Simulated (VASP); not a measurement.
Output of a VASP run:

**OUTCAR**
```
 ion  position               nearest neighbor table
   1  0.000  0.000  0.000-
  LATTYP: Found a face centered cubic cell.
 ALAT       =     4.0357973498
 Subroutine PRICEL returns:
 Original cell was already a primitive cell.
 Subroutine GETGRP returns: Found 48 space group operations
The static configuration has the point symmetry O_h .
The dynamic configuration has the point symmetry O_h .
 Subroutine INISYM returns: Found 48 space group operations
 Subroutine IBZKPT returns following result:
 Found    165 irreducible k-points:

 Following reciprocal coordinates:
            Coordinates               Weight
  0.000000  0.000000  0.000000      1.000000
  0.058824  0.000000  0.000000      8.000000
  0.117647  0.000000  0.000000      8.000000
  0.176471  0.000000  0.000000      8.000000
  0.235294  0.000000  0.000000      8.000000
  0.294118  0.000000  0.000000      8.000000
  0.352941  0.000000  0.000000      8.000000
  0.411765  0.000000  0.000000      8.000000
  0.470588  0.000000  0.000000      8.000000
  0.058824  0.058824  0.000000      6.000000
  0.117647  0.058824  0.000000     24.000000
  0.176471  0.058824  0.000000     24.000000
  0.235294  0.058824  0.000000     24.000000
  0.294118  0.058824  0.000000     24.000000
  0.352941  0.058824  0.000000     24.000000
  0.411765  0.058824  0.000000     24.000000
  0.470588  0.058824  0.000000     24.000000
 -0.470588  0.058824  0.000000     24.000000
 -0.411765  0.058824  0.000000     24.000000
 -0.352941  0.058824  0.000000     24.000000
 -0.294118  0.058824  0.000000     24.000000
 -0.235294  0.058824  0.000000     24.000000
 -0.176471  0.058824  0.000000     24.000000
 -0.117647  0.058824  0.000000     24.000000
 -0.058824  0.058824  0.000000     12.000000
  0.117647  0.117647  0.000000      6.000000
  0.176471  0.117647  0.000000     24.000000
  0.235294  0.117647  0.000000     24.000000
  0.294118  0.117647  0.000000     24.000000
  0.352941  0.117647  0.000000     24.000000
  0.411765  0.117647  0.000000     24.000000
  0.470588  0.117647  0.000000     24.000000
 -0.470588  0.117647  0.000000     24.000000
 -0.411765  0.117647  0.000000     24.000000
 -0.352941  0.117647  0.000000     24.000000
 -0.294118  0.117647  0.000000     24.000000
 -0.235294  0.117647  0.000000     24.000000
 -0.176471  0.117647  0.000000     24.000000
 -0.117647  0.117647  0.000000     12.000000
  0.176471  0.176471  0.000000      6.000000
   k-points           NKPTS =    165   k-points in BZ     NKDIM =    165   number of bands    NBANDS=      5
   number of dos      NEDOS =    601   number of ions     NIONS =      1
   total plane-waves  NPLWV =  13824
   dimension x,y,z NGX =    24 NGY =   24 NGZ =   24
   dimension x,y,z NGXF=    48 NGYF=   48 NGZF=   48
   ions per type =               1
   PREC   = accura    normal or accurate (medium, high low for compatibility)
   ISTART =      0    job   : 0-new  1-cont  2-samecut
   ICHARG =      2    charge: 1-file 2-atom 10-const
   ISPIN  =      1    spin polarized calculation?
   LNONCOLLINEAR =      F non collinear calculations
   LSORBIT =      F    spin-orbit coupling
   INIWAV =      1    electr: 0-lowe 1-rand  2-diag
   ENCUT  =  520.0 eV  38.22 Ry    6.18 a.u.   5.31  5.31  5.31*2*pi/ulx,y,z
   NELM   =    100;   NELMIN=  2; NELMDL= -5     # of ELM steps
   EDIFF  = 0.1E-06   stopping-criterion for ELM
   LREAL  =      F    real-space projection
   NLSPLINE    = F    spline interpolate recip. space projectors
   LMAXMIX     =    2 max onsite mixed and CHGCAR
   VOSKOWN=      0    Vosko Wilk Nusair interpolation
   EDIFFG = 0.1E-05   stopping-criterion for IOM
   NSW    =      0    number of steps for IOM
   NBLOCK =      1;   KBLOCK =      1    inner block; outer block
   IBRION =     -1    ionic relax: 0-MD 1-quasi-New 2-CG
   NFREE  =      0    steps in history (QN), initial steepest desc. (CG)
...
```

**OSZICAR**
```
       N       E                     dE             d eps       ncg     rms          rms(c)
DAV:   1    -0.143681729356E+01   -0.14368E+01   -0.84741E+02  1740   0.324E+02
DAV:   2    -0.375159039810E+01   -0.23148E+01   -0.22237E+01  2105   0.316E+01
DAV:   3    -0.376967193540E+01   -0.18082E-01   -0.18362E-01  2165   0.345E+00
DAV:   4    -0.376973146161E+01   -0.59526E-04   -0.60316E-04  2230   0.199E-01
DAV:   5    -0.376973175469E+01   -0.29308E-06   -0.29376E-06  2205   0.122E-02    0.132E+00
DAV:   6    -0.375661975481E+01    0.13112E-01   -0.16608E-03  1980   0.311E-01    0.767E-01
DAV:   7    -0.374714351353E+01    0.94762E-02   -0.50064E-03  1930   0.505E-01    0.147E-01
DAV:   8    -0.374714462570E+01   -0.11122E-05   -0.24394E-05  2065   0.531E-02    0.749E-03
DAV:   9    -0.374714541259E+01   -0.78688E-06   -0.10346E-06  2090   0.708E-03    0.120E-03
DAV:  10    -0.374714507991E+01    0.33267E-06   -0.52690E-09  1665   0.803E-04    0.854E-04
DAV:  11    -0.374714500717E+01    0.72742E-07   -0.28582E-10  1060   0.165E-04
   1 F= -.37471450E+01 E0= -.37471450E+01  d E =0.000000E+00
```

**OUTCAR**
```
------------------------ aborting loop because EDIFF is reached ----------------------------------------
  FORCE on cell =-STRESS in cart. coord.  units (eV):
  Direction    XX          YY          ZZ          XY          YZ          ZX
  --------------------------------------------------------------------------------------
  Total       -0.0056401     -0.0056401     -0.0056401      0.0000000      0.0000000     -0.0000000
  in kB       -0.5498851     -0.5498851     -0.5498851      0.0000000      0.0000000     -0.0000000
  external PRESSURE =      -0.5498851 kB  Pullay stress =       0.0000000 kB
  volume of cell :       16.43
      direct lattice vectors                 reciprocal lattice vectors
     0.000000000  2.017898675  2.017898675    -0.247782511  0.247782511  0.247782511
     2.017898675  0.000000000  2.017898675     0.247782511 -0.247782511  0.247782511
     2.017898675  2.017898675  0.000000000     0.247782511  0.247782511 -0.247782511
 POSITION                                       TOTAL-FORCE (eV/Angst)
 -----------------------------------------------------------------------------------
      0.00000      0.00000      0.00000         0.000000      0.000000      0.000000
 -----------------------------------------------------------------------------------
    total drift:                                0.000000     -0.000000     -0.000000
  FREE ENERGIE OF THE ION-ELECTRON SYSTEM (eV)
  ---------------------------------------------------
  free  energy   TOTEN  =        -3.7471450072 eV

  energy  without entropy=       -3.7471450072  energy(sigma->0) =       -3.74714501

 total charge

# of ion       s       p       d       tot
------------------------------------------
    1        0.426   0.342   0.000   0.768
```
(Selected blocks of OUTCAR.)

### POSCAR
```
Al
1
   -0.0000000000     2.0178986749     2.0178986749
    2.0178986749    -0.0000000000     2.0178986749
    2.0178986749     2.0178986749    -0.0000000000
Al
1
Direct
  0.0000000000   0.0000000000   0.0000000000
```

Question: Write an INCAR and KPOINTS that could have produced this output.

Answer: Several could match; the one computed here: the input of the run itself, PBE GGA, plane waves, VASP's PBE PAW potentials (set 64).

INCAR:
```
SYSTEM = Al
PREC = Accurate
ENCUT = 520
EDIFF = 1E-7
NELM = 100
ALGO = Normal
LREAL = .FALSE.
LASPH = .TRUE.
ISMEAR = -5
GGA = PE
LWAVE = .FALSE.
LCHARG = .TRUE.
LORBIT = 11
NEDOS = 601
ISIF = 2
```

### KPOINTS
```
Automatic mesh
0
Gamma
17 17 17
0 0 0
```

POTCAR, in this order: Al (PBE.64 set). Program: vasp_std.

For a metal the tetrahedron method with Blöchl corrections gives inexact stress and forces.

The compound is Al in the fcc structure. It was relaxed first.
